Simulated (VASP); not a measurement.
Computed with AM05 GGA, VASP's PBE PAW potentials (set 64) (plane waves; VASP).

A VASP calculation is set up with these files.

**INCAR**
```
ALGO  =  Normal
EDIFF  =  1E-7
ENCUT  =  520
GGA  =  AM
ISIF  =  2
ISMEAR  =  0
LASPH  =  .TRUE.
LCHARG  =  .FALSE.
LMAXMIX  =  4
LREAL  =  .FALSE.
LWAVE  =  .FALSE.
NELM  =  100
PREC  =  Accurate
SIGMA  =  0.05
SYSTEM  =  AgCl
```

**KPOINTS**
```
Automatic mesh
0
gamma
  8 8 8
0 0 0
```

File POSCAR:
```
AgCl
1
    0.0000000000     2.6851265332     2.6851265332
    2.6851265332     0.0000000000     2.6851265332
    2.6851265332     2.6851265332     0.0000000000
Ag Cl
1 1
Direct
  0.0000000000   0.0000000000   0.0000000000
  0.5000000000   0.5000000000   0.5000000000
```

POTCAR, in this order: Ag Cl (PBE.64 set). Program: vasp_std.

Output

**OUTCAR**
```
 ion  position               nearest neighbor table
   1  0.000  0.000  0.000-   2 2.69   2 2.69   2 2.69   2 2.69   2 2.69   2 2.69
   2  0.500  0.500  0.500-   1 2.69   1 2.69   1 2.69   1 2.69   1 2.69   1 2.69
  LATTYP: Found a face centered cubic cell.
 ALAT       =     5.3702530664
 Subroutine PRICEL returns:
 Original cell was already a primitive cell.
 Subroutine GETGRP returns: Found 48 space group operations
The static configuration has the point symmetry O_h .
The dynamic configuration has the point symmetry O_h .
 Subroutine INISYM returns: Found 48 space group operations
 Subroutine IBZKPT returns following result:
 Found     29 irreducible k-points:

 Following reciprocal coordinates:
            Coordinates               Weight
  0.000000  0.000000  0.000000      1.000000
  0.125000  0.000000  0.000000      8.000000
  0.250000  0.000000  0.000000      8.000000
  0.375000  0.000000  0.000000      8.000000
  0.500000  0.000000  0.000000      4.000000
  0.125000  0.125000  0.000000      6.000000
  0.250000  0.125000  0.000000     24.000000
  0.375000  0.125000  0.000000     24.000000
  0.500000  0.125000  0.000000     24.000000
...
```

File OSZICAR:
```
       N       E                     dE             d eps       ncg     rms          rms(c)
DAV:   1     0.106334680999E+03    0.10633E+03   -0.90620E+03   762   0.127E+03
DAV:   2    -0.134520270524E+01   -0.10768E+03   -0.10048E+03   889   0.258E+02
DAV:   3    -0.562000648400E+01   -0.42748E+01   -0.42605E+01   874   0.567E+01
DAV:   4    -0.565323201950E+01   -0.33226E-01   -0.33221E-01   859   0.564E+00
DAV:   5    -0.565365650468E+01   -0.42449E-03   -0.42448E-03   879   0.636E-01    0.868E+00
DAV:   6    -0.550684161374E+01    0.14681E+00   -0.33317E-01   817   0.838E+00    0.561E+00
DAV:   7    -0.550447391564E+01    0.23677E-02   -0.83176E-02   754   0.232E+00    0.215E+00
DAV:   8    -0.550363422286E+01    0.83969E-03   -0.44024E-03   799   0.856E-01    0.330E-01
DAV:   9    -0.550368854511E+01   -0.54322E-04   -0.72702E-04   829   0.342E-01    0.412E-02
DAV:  10    -0.550372119146E+01   -0.32646E-04   -0.30792E-05   774   0.603E-02    0.191E-02
DAV:  11    -0.550373974735E+01   -0.18556E-04   -0.22617E-05   769   0.429E-02    0.542E-03
DAV:  12    -0.550373970427E+01    0.43072E-07   -0.54890E-07   869   0.106E-02
   1 F= -.55037397E+01 E0= -.55037397E+01  d E =-.364753E-11
```

### OUTCAR
```
------------------------ aborting loop because EDIFF is reached ----------------------------------------
  FORCE on cell =-STRESS in cart. coord.  units (eV):
  Direction    XX          YY          ZZ          XY          YZ          ZX
  --------------------------------------------------------------------------------------
  Total        0.8797006      0.8797006      0.8797006      0.0000000      0.0000000      0.0000000
  in kB       36.4016626     36.4016626     36.4016626      0.0000000      0.0000000      0.0000000
  external PRESSURE =      36.4016626 kB  Pullay stress =       0.0000000 kB
  volume of cell :       38.72
      direct lattice vectors                 reciprocal lattice vectors
     0.000000000  2.685126533  2.685126533    -0.186210964  0.186210964  0.186210964
     2.685126533  0.000000000  2.685126533     0.186210964 -0.186210964  0.186210964
     2.685126533  2.685126533  0.000000000     0.186210964  0.186210964 -0.186210964
  FREE ENERGIE OF THE ION-ELECTRON SYSTEM (eV)
  ---------------------------------------------------
  free  energy   TOTEN  =        -5.5037397043 eV

  energy  without entropy=       -5.5037397043  energy(sigma->0) =       -5.50373970
```
(Selected blocks of OUTCAR.)

The compound is AgCl in the rock salt structure. This cell is one point of a volume scan, at 0.94 of the reference volume.
